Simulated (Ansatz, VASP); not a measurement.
# AlNi in two plane-wave programs

Aim: how closely do two programs agree when they are given the same cell, functional and k mesh? The structure shown is the end of the Ansatz relaxation below.

Method: plane waves, with VASP 6.6.1 beside it; single point at PBEsol, in Ansatz 0.2.0.

## Step 1: Starting point

It takes space group Cmmm (No. 65, orthorhombic). Conventional cell: a = 3.966 Å, b = 4.036 Å, c = 2.906 Å, α = 90.00°, β = 90.00°, γ = 90.00°. Nearest to Al lie 8 Ni at 2.46 to 2.49 Å. Ni has 8 Al at 2.46 to 2.49 Å nearest. Farther neighbours are not listed.

## Step 2: Ansatz: relaxation, PBEsol

Ansatz runs on its PAW soft_1 files.

This run makes the geometry at which the two programs are then compared.

File input.yaml:

```yaml
crystal:
  lattice:
    - [2.8315447484, -0.0270404439, 0.0]
    - [-0.0270404439, 2.8315447484, 0.0]
    - [0.0, 0.0, 2.8817225989]
  atoms:
    - { symbol: Al, position: [0.0, 0.0, 0.0] }
    - { symbol: Ni, position: [0.5, 0.5, 0.5] }
  conventional_axes: [[1, 1, 0], [-1, 1, 0], [0, 0, 1]]
kpoints:
  mp_grid: { grid: [16, 16, 16] }
hamiltonian:
  xc: pbesol
  pseudopotentials: { kind: paw, azcp: { folder: soft_1 }, xc_functional: pbe }
scf:
  occupations: { method: methfessel_paxton, width: 0.2 }
output:
  forces: true
  stress: true
  eigenvalues: true
relax:
  adjacent_minimum: "off"
  f_tol: 0.001
  max_steps: 60
  cell: { stress_tol: 0.01, fix: [a, angles] }
```

Run with:

```bash
> ansatz run input.yaml --threads 4 --pin off --max-ram 10240MiB --backend cpu --events-out ev --progress --plain --runs-dir out
```

Numbers of over 12 decimals in the logs are rounded to 6 here.

What it wrote:

```text
Engine: ansatz 0.2.0, x86_64-unknown-linux-gnu
Pseudopotentials: kind: paw
Pseudopotential: Al, paw, valence charge 3, recommended cutoff 420 eV (normal), soft_1/Al.paw.azcp
Pseudopotential: Ni, paw, valence charge 18, recommended cutoff 420 eV (normal), soft_1/Ni.paw.azcp
Functional definition: PBEsol
  exchange = pbesol_x
  correlation = pbesol_c
Crystal: 2 atoms, lattice volume = 23.103 Å³
Basis set: ecut = 420 eV, 461 PW (Γ), exchange–correlation on 40×40×40 points (8 copies of the dense FFT grid, shifted against one another)
Bands: 15, of which v1, the nominal top of the filled ones, is band 11 counted from 1 (10 counted from 0)
Symmetry: 8 space group operations
Space group: Cmmm (ITA 65), of the structure as read, at distance tolerance 2.8e-5 Å
k-points: 657 of 4096
Non-local potential: Al, projectors of the file, l = 0: 2, l = 1: 2, l = 2: 1
Non-local potential: Ni, projectors of the file, l = 0: 3, l = 1: 2, l = 2: 3, l = 3: 1
PAW form: soft (Blöchl's): semilocal exchange-correlation on the pseudo side does not see the compensation charge
PAW frozen core: Al, regenerated for the run's functional, and the local potential with it (the file was generated under x = pbe(κ = 0.804, μ = 0.219515), c = pbe(β = 0.066725))
PAW frozen core: Ni, regenerated for the run's functional, and the local potential with it (the file was generated under x = pbe(κ = 0.804, μ = 0.219515), c = pbe(β = 0.066725))
PAW one-centre angular grid: Al, 110 points (default); XC on 64 Gauss nodes
PAW one-centre angular grid: Ni, 590 points (default); XC on 64 Gauss nodes
Initial density: superposition of atomic densities (chi_scale 0.1, normalization cell, long waves kept (reshape's long-wave potential 0.00 eV rms))
Initial wavefunctions: pseudopotential atomic-orbital guess
Functional: x = pbesol(κ = 0.804, μ = 0.123457), c = pbesol(β = 0.046)
SCF iter   1: F=—  HF=-6331.213887 eV  |F-HF|=—  |Δ(HF+E_count)|=         —  Δρ=7.40e-2  dr2=1.31e0  ethr=3.10e-3  ⟨swp⟩=4.0  Hψ=43661  notcnv=0
preconditioner: auto → none  [metal: Δε(μ)=0.013 eV  Ē_g=10.365 eV  σ=0.200 eV  W_gap=0.05  n_scr=6 (ndim 8)  ℏωp=27.9 eV  f_vac=0.000  D(μ)=0.59/eV (n_scr^D=0)  sad-step TF]
SCF iter   2: F=—  HF=-6331.068467 eV  |F-HF|=—  |Δ(HF+E_count)|=   1.45e-1  S|Δr|=    0.00e0  Δρ=5.60e-2  dr2=7.97e-1  ethr=3.10e-3  ⟨swp⟩=2.0  Hψ=17611  notcnv=0  defer=163
SCF iter   3: F=—  HF=-6330.882524 eV  |F-HF|=—  |Δ(HF+E_count)|=   1.86e-1  S|Δr|=    0.00e0  Δρ=2.02e-2  dr2=8.64e-2  ethr=3.10e-3  ⟨swp⟩=2.0  Hψ=12444  notcnv=0  defer=163
SCF iter   4: F=—  HF=-6330.867260 eV  |F-HF|=—  |Δ(HF+E_count)|=   1.53e-2  S|Δr|=    0.00e0  Δρ=5.33e-3  dr2=3.70e-3  ethr=4.12e-4  ⟨swp⟩=2.0  Hψ=16805  notcnv=0  defer=154
SCF iter   5: F=—  HF=-6330.867031 eV  |F-HF|=—  |Δ(HF+E_count)|=   2.29e-4  S|Δr|=    0.00e0  Δρ=5.40e-4  dr2=3.11e-5  ethr=1.76e-5  ⟨swp⟩=2.5  Hψ=13464  notcnv=0  defer=153
SCF iter   6: F=—  HF=-6330.867021 eV  |F-HF|=—  |Δ(HF+E_count)|=   1.00e-5  S|Δr|=    0.00e0  Δρ=1.15e-4  dr2=1.42e-6  ethr=1.48e-7  ⟨swp⟩=2.0  Hψ=16674  notcnv=0  defer=154
SCF iter   7: F=-6330.867020 eV  HF=-6330.867020 eV  |F-HF|=3.20e-8  |Δ(HF+E_count)|=   3.63e-7  S|Δr|=    0.00e0  Δρ=1.30e-5  dr2=2.23e-8  ethr=4.76e-10  ⟨swp⟩=6.2  Hψ=45808  notcnv=0
SCF 1 converged in 7 iterations: F = -6330.867020 eV  dr2 = 2.23e-8
  greatest PAW one-centre occupation: 1.001 electrons in one spin orbital (limit 2), on the Ni atom at site 1 (counted from 0), in its partial waves of l = 1
relax step   1: F+E_penalty+E_count = -6330.86702024 eV  Δ(F+E_penalty+E_count) = +0.000e0 eV  max|allowed force component| = 1.041e-28 eV/Å  Δτ_max = 0.0000 Å  P = +2.636 GPa  Ω = 23.103 Å³  fix = [a, alpha, beta, gamma]  reactions: a +5.643 GPa  (7 SCF iters, dr2 threshold 1.00e-7 eV, accepted)
[...]
relax step   2: F+E_penalty+E_count = -6330.86759709 eV  Δ(F+E_penalty+E_count) = -5.768e-4 eV  max|allowed force component| = 6.434e-30 eV/Å  Δτ_max = 0.0000 Å  P = +2.039 GPa  Ω = 23.179 Å³  energy of the carried Pulay correction = -2.202e-5 eV  fix = [a, alpha, beta, gamma]  reactions: a +5.075 GPa  (3 SCF iters, dr2 threshold 2.00e-7 eV, accepted)
[...]
relax step   3: F+E_penalty+E_count = -6330.86784105 eV  Δ(F+E_penalty+E_count) = -2.440e-4 eV  max|allowed force component| = 6.311e-30 eV/Å  Δτ_max = 0.0000 Å  P = +1.467 GPa  Ω = 23.254 Å³  energy of the carried Pulay correction = -4.362e-5 eV  fix = [a, alpha, beta, gamma]  reactions: a +4.416 GPa  (4 SCF iters, dr2 threshold 2.00e-7 eV, accepted)
[...]
relax step   4: F+E_penalty+E_count = -6330.86784242 eV  Δ(F+E_penalty+E_count) = -1.370e-6 eV  max|allowed force component| = 1.923e-29 eV/Å  Δτ_max = 0.0000 Å  P = +1.460 GPa  Ω = 23.255 Å³  energy of the carried Pulay correction = -4.396e-5 eV  fix = [a, alpha, beta, gamma]  reactions: a +4.383 GPa  (3 SCF iters, dr2 threshold 5.07e-9 eV, accepted)
[...]
relax step   5: F+E_penalty+E_count = -6330.86789175 eV  Δ(F+E_penalty+E_count) = -4.933e-5 eV  max|allowed force component| = 2.574e-29 eV/Å  Δτ_max = 0.0000 Å  P = +1.463 GPa  Ω = 23.255 Å³  fix = [a, alpha, beta, gamma]  reactions: a +4.384 GPa  stress off target by 7.39e-3 GPa on what of the cell is left free  SCF on the basis re-selected at this cell (its energy is not comparable with the rows above)  (6 SCF iters)
basis re-selected at this cell: Δ(F+E_penalty+E_count) = -4.933e-5 eV, ΔP = +0.003 GPa vs the last step (what re-selecting the basis moved, of the pressure what is left beyond the Pulay correction that the steps carried, after the strain that the cell walked since its last selection, with what the two solves' SCF thresholds leave and, on support functions, any second-order correction that the steps lacked; it is no m [...]
SCF converged after 6 iterations
Stability not checked: this state was not tested for a lower state beside it, because cold or Methfessel-Paxton smearing, or corrected tetrahedra, fill the levels in a way that the test cannot read (fill_not_monotonic; see scf.lower_state_search)
Free energy (F): -6330.867892 eV
Harris-Foulkes:  -6330.867892 eV  (|F-HF|=9.09e-13)
Internal energy: -6330.868396 eV  (E = F + TS)
E sigma→0 (E₀):  -6330.868018 eV
Entropy (-TS):   0.000504 eV (0.252 meV/atom)
Fermi energy:    14.213310 eV
--- Per-component energies (eV) ---
  E_band       = -331.431642
  E_kinetic    = 369.484698
  E_local      = -3708.611962  (includes V_loc(G=0)·N_el)
  E_nonlocal   = -105.479080
  E_hartree    = 1947.522972
  E_xc         = -151.901632
  E_vxc        = -177.768308  (∫ρ·V_xc dr)
  E_paw        = -2080.819800  (= ΣΔE_a)
  E_vpaw       = -604.103799  (= ΣTr[D̂ρ^β])
  E_aug_tail   = 0.000868  (compensation charges beyond the density's cutoff)
  E_ewald      = -2601.280888
  E_core_change = 0.216428  (= ΣΔE_core)
  E_smearing   = 0.000504  (= −TS)
  E_closure    = -0.000000  (closes the sum)
  Σ components = -6330.867892   (vs F -6330.867892, Δ=0.00e0)
--- Forces (eV/Å), atoms counted from 1 ---
  atom   1  Al    -0.00000000     0.00000000     0.00000000
  atom   2  Ni     0.00000000    -0.00000000    -0.00000000
  max |Σ_I F_I| component: 4.95e-29 eV/Å
--- Stress (GPa, compression-positive) ---
        2.190068       2.194039      -0.000000
        2.194039       2.190068      -0.000000
       -0.000000      -0.000000       0.007392
  P = ⅓ Tr σ = 1.4625 GPa (14.625 kbar)
--- Band table (eV; the first three rows and the last of 657) ---
  k-point 0: bands = [... 7 lower, 12.5831, 12.6300, 12.6846, 19.1658, 20.0810, 20.1941, 22.2863, 22.5342]
  k-point 1: bands = [... 7 lower, 12.5534, 12.6013, 12.6876, 18.4601, 20.1745, 20.2859, 22.5336, 22.9756]
  k-point 2: bands = [... 7 lower, 12.4709, 12.5217, 12.6962, 17.1619, 20.4484, 20.5552, 22.5315, 24.1914]
  k-point 656: bands = [... 7 lower, 13.1779, 13.2537, 16.0377, 16.0860, 16.2897, 18.2026, 18.6278, 18.8327]
--- Relaxed structure (4 steps of the walk, 4 accepted, 1 SCFs on fresh bases) ---
  F+E_penalty+E_count = -6330.86789175 eV   max|allowed force component| = 2.574e-29 eV/Å   (the final SCF, on the basis selected at the relaxed cell)
  cell:  # Å, volume = 23.2552 Å³
    - [2.829050, -0.024546, 0.0]
    - [-0.024546, 2.829050, 0.0]
    - [0.0, 0.0, 2.905834]
  atoms:
    - { symbol: Al, position: [0, 0, 0] }
    - { symbol: Ni, position: [0.5, 0.5, 0.5] }
```

## Step 3: VASP: single point, PBEsol, pair 1

The same cell, functional, mesh and smearing now go to VASP, with its own data sets.

Lines of VASP's logs that name or quote its potential files are left out, and so is its time.

File INCAR:

```
SYSTEM = AlNi
PREC = Accurate
ENCUT = 600
EDIFF = 1E-06
NELM = 120
ISMEAR = 1
SIGMA = 0.2
LREAL = .FALSE.
ALGO = Normal
GGA = PS
NBANDS = 12
LASPH = .TRUE.
LORBIT = 11
LWAVE = .FALSE.
LCHARG = .FALSE.
ISIF = 2
GGA_COMPAT = .FALSE.
KPAR = 2
```

File POSCAR:

```
AlNi
1.0
    2.8290503523     -0.0245460478      0.0000000000
   -0.0245460478      2.8290503523      0.0000000000
    0.0000000000      0.0000000000      2.9058343716
Al Ni
1 1
Direct
    0.0000000000      0.0000000000      0.0000000000
    0.5000000000      0.5000000000      0.5000000000
```

File KPOINTS:

```
Automatic mesh
0
Gamma
16 16 16
0 0 0
```

Potentials, in the order of the species: Al and Ni (PBE family, release 64).

Run with:

```bash
> mpirun -np 2 vasp_std
```

What it wrote:

```text
[banner, memory and clock lines left out]
running    2 mpi-ranks, on    1 nodes
 distrk:  each k-point on    1 cores,    2 groups
 distr:  one band on    1 cores,    1 groups

 POSCAR found type information on POSCAR AlNi
 POSCAR found :  2 types and       2 ions
|                                                                             |
|               ----> ADVICE to this user running VASP <----                  |
|                                                                             |
|     You enforced a specific xc type in the INCAR file but a different       |
|     [... a line on the potential file left out ...]
|     I HOPE YOU KNOW WHAT YOU ARE DOING!                                     |
|                                                                             |

 LDA part: xc-table for (Slater+PW92), standard interpolation
 POSCAR, INCAR and KPOINTS ok, starting setup
 FFT: planning ... GRIDC
 FFT: planning ... GRID_SOFT
 FFT: planning ... GRID
 WAVECAR not read
 entering main loop
       N       E                     dE             d eps       ncg     rms          rms(c)
DAV:   1     0.436976225213E+02    0.43698E+02   -0.61156E+03 15948   0.128E+03
DAV:   2    -0.114289939091E+02   -0.55127E+02   -0.50900E+02 16188   0.207E+02
DAV:   3    -0.132075203225E+02   -0.17785E+01   -0.17575E+01 19132   0.433E+01
DAV:   4    -0.132327587817E+02   -0.25238E-01   -0.25229E-01 17564   0.466E+00
DAV:   5    -0.132334965847E+02   -0.73780E-03   -0.73778E-03 19084   0.883E-01    0.129E+01
DAV:   6    -0.151997549409E+02   -0.19663E+01   -0.54219E+01 17540   0.118E+02    0.161E+01
DAV:   7    -0.116099149025E+02    0.35898E+01   -0.15641E+01 17660   0.696E+01    0.113E+00
DAV:   8    -0.115951654849E+02    0.14749E-01   -0.36506E-01 19232   0.713E+00    0.101E+00
DAV:   9    -0.115803950269E+02    0.14770E-01   -0.47752E-02 19088   0.317E+00    0.215E-01
DAV:  10    -0.115798780257E+02    0.51700E-03   -0.20328E-03 19496   0.679E-01    0.783E-02
DAV:  11    -0.115798806818E+02   -0.26562E-05   -0.62127E-05 18980   0.703E-02    0.256E-02
DAV:  12    -0.115798792304E+02    0.14514E-05   -0.62170E-06 18384   0.415E-02    0.380E-03
DAV:  13    -0.115798788735E+02    0.35690E-06   -0.17935E-07  9556   0.447E-03
   1 F= -.11579879E+02 E0= -.11580050E+02  d E =0.511979E-03
```

Parts of OUTCAR (step 3):

```text
ion  position               nearest neighbor table
   1  0.000  0.000  0.000-   2 2.46   2 2.46   2 2.46   2 2.46   2 2.49   2 2.49   2 2.49   2 2.49

  LATTYP: Found a base centered orthorhombic cell.
 ALAT       =     3.9661680232
 B/A-ratio  =     1.0175047318
 C/A-ratio  =     0.7326553879

 Subroutine GETGRP returns: Found  8 space group operations
 (whereof  8 operations were pure point group operations)

The static configuration has the point symmetry D_2h.

 Found    657 irreducible k-points:

   k-points           NKPTS =    657   k-points in BZ     NKDIM =    657   number of bands    NBANDS=     12

   dimension x,y,z NGX =    24 NGY =   24 NGZ =   24
   dimension x,y,z NGXF=    48 NGYF=   48 NGZF=   48

   ENCUT  =  600.0 eV  44.10 Ry    6.64 a.u.   5.65  5.65  5.80*2*pi/ulx,y,z

   NELECT =      13.0000    total number of electrons

 k-points in reciprocal lattice and weights: Automatic mesh
   0.00000000  0.00000000  0.00000000       0.000
   0.06250000 -0.00000000  0.00000000       0.001
   0.12500000 -0.00000000  0.00000000       0.001
   0.18750000 -0.00000000  0.00000000       0.001
   0.25000000 -0.00000000  0.00000000       0.001
   0.31250000 -0.00000000  0.00000000       0.001
   0.37500000 -0.00000000  0.00000000       0.001
   0.43750000 -0.00000000  0.00000000       0.001
   0.50000000 -0.00000000  0.00000000       0.000
[...]
-0.43750000  0.43750000  0.50000000       0.000
   0.50000000  0.50000000  0.50000000       0.000

 average (electrostatic) potential at core
       1 -69.3971       2 -81.0181

 E-fermi :  10.2628

 k-point     1 :       0.0000    0.0000    0.0000
  band No.  band energies     occupation
    ...
      2       6.8821      2.00000
      3       6.9125      2.00000
      4       8.6229      2.00000
      5       8.6700      2.00000
      6       8.7246      2.00000
      7      15.2440      0.00000
      8      16.1597      0.00000
      9      16.2726      0.00000
     10      18.3649      0.00000
     11      18.6176      0.00000
    ...

 k-point     2 :       0.0625   -0.0000    0.0000
  band No.  band energies     occupation
    ...
      2       6.8931      2.00000
      3       6.9182      2.00000
      4       8.5984      2.00000
      5       8.6609      2.00000
      6       8.6922      2.00000
      7      15.3462      0.00000
      8      15.3506      0.00000
      9      16.3151      0.00000
     10      18.4129      0.00000
     11      19.3396      0.00000
    ...

 k-point     3 :       0.1250   -0.0000    0.0000
  band No.  band energies     occupation
    ...
      2       6.8826      2.00000
      3       6.9626      2.00000
      4       8.5029      2.00000
      5       8.6026      2.00000
      6       8.6644      2.00000
      7      13.9009     -0.00000
      8      15.6436      0.00000
      9      16.5960      0.00000
     10      18.4330      0.00000
     11      20.4669      0.00000
    ...

  Total        0.3465430      0.3465430      0.0202964      0.3183536      0.0000000      0.0000000
  in kB       23.8752648     23.8752648      1.3983313     21.9331380      0.0000000      0.0000000
  external PRESSURE =      16.3829537 kB  Pullay stress =       0.0000000 kB

  energy-cutoff  :      600.00
  volume of cell :       23.26
      direct lattice vectors                 reciprocal lattice vectors
     2.829050352 -0.024546048  0.000000000     0.353502116  0.003067135  0.000000000
    -0.024546048  2.829050352  0.000000000     0.003067135  0.353502116  0.000000000
     0.000000000  0.000000000  2.905834372     0.000000000  0.000000000  0.344135237

 POSITION                                       TOTAL-FORCE (eV/Angst)
 -----------------------------------------------------------------------------------
      0.00000      0.00000      0.00000        -0.000000      0.000000      0.000000
      1.40225      1.40225      1.45292         0.000000      0.000000      0.000000
 -----------------------------------------------------------------------------------
    total drift:                                0.000000      0.000000     -0.000000

  FREE ENERGIE OF THE ION-ELECTRON SYSTEM (eV)
  ---------------------------------------------------
  free  energy   TOTEN  =       -11.5798788735 eV

  energy  without entropy=      -11.5803908521  energy(sigma->0) =      -11.58004953

 total charge
# of ion       s       p       d       tot
------------------------------------------
    1        0.386   0.425   0.000   0.811
    2        0.492   0.544   8.493   9.528
--------------------------------------------------
tot          0.878   0.969   8.493  10.339

[... 3 further parts left out ...]
```

This run has no spin polarisation, so a moment on Ni, if there is one, isn't seen. Its electron count is odd, so without a moment it is a metal by construction.

## Step 4: Comparison

Known differences besides the potentials themselves: the data sets hold 21 valence electrons in Ansatz (on its PAW soft_1 files) and 13 in VASP; the cutoff is 420 eV in Ansatz and 600 eV in VASP; Ansatz makes its cores anew for this functional, VASP keeps those of its PBE data sets; Ansatz's pressure holds a Pulay correction, VASP's none. Total energies have different zeros and are not compared.

Both answers:

```
      quantity  Ansatz  VASP  difference
pressure (GPa)    1.46  1.64       -0.18
```

## Step 5: Ansatz: relaxation, PBEsol

This run makes the geometry at which the two programs are then compared. The cell compared in this pair holds 23.19 Å³, against 23.26 Å³ for the pair before.

The structure compared here is the end of the Ansatz relaxation.

input.yaml: that of step 2 with these lines changed.

```diff
@@ -2,5 +2,5 @@
   lattice:
-    - [2.8315447484, -0.0270404439, 0.0]
-    - [-0.0270404439, 2.8315447484, 0.0]
-    - [0.0, 0.0, 2.8817225989]
+    - [2.8147416569, -0.0388547433, 0.0]
+    - [-0.0388547433, 2.8147416569, 0.0]
+    - [0.0, 0.0, 2.9058343716]
   atoms:
```

Run with:

```bash
> ansatz run input.yaml --threads 4 --pin off --max-ram 10240MiB --backend cpu --events-out ev --progress --plain --runs-dir out
```

What it wrote:

```text
[...]
Crystal: 2 atoms, lattice volume = 23.018 Å³
Basis set: ecut = 420 eV, 457 PW (Γ), exchange–correlation on 40×40×40 points (8 copies of the dense FFT grid, shifted against one another)
Bands: 15, of which v1, the nominal top of the filled ones, is band 11 counted from 1 (10 counted from 0)
Symmetry: 8 space group operations
[...]
k-points: 657 of 4096
[...]
k-point 656: bands = [... 7 lower, 13.2019, 13.3226, 16.0450, 16.1000, 16.4213, 18.3059, 18.5894, 18.8909]
--- Relaxed structure (4 steps of the walk, 4 accepted, 1 SCFs on fresh bases) ---
[...]
cell:  # Å, volume = 23.1854 Å³
    - [2.811498, -0.035611, 0.0]
    - [-0.035611, 2.811498, 0.0]
    - [0.0, 0.0, 2.933649]
  atoms:
    - { symbol: Al, position: [0, 0, 0.0] }
    - { symbol: Ni, position: [0.5, 0.5, 0.5] }
[key lines of the parts left out:]
SCF converged after 6 iterations
Free energy (F): -6330.859900 eV
Fermi energy:    14.263562 eV
P = ⅓ Tr σ = 2.1212 GPa (21.212 kbar)
```

(Continued in part 2 of 2.)

[Lines on the potential files, build, host, timing and source positions are cut from VASP's logs without a mark.]

[Logs are printed without paths, hosts, clocks, repeated set-up lines and the standing remarks that a program may print on its own settings, such as how far it seeks lower states.]

[Hosts, paths, dates, database ids (printed as entryN), source tags and the programs' standing remarks are cut or masked in the printed files.]
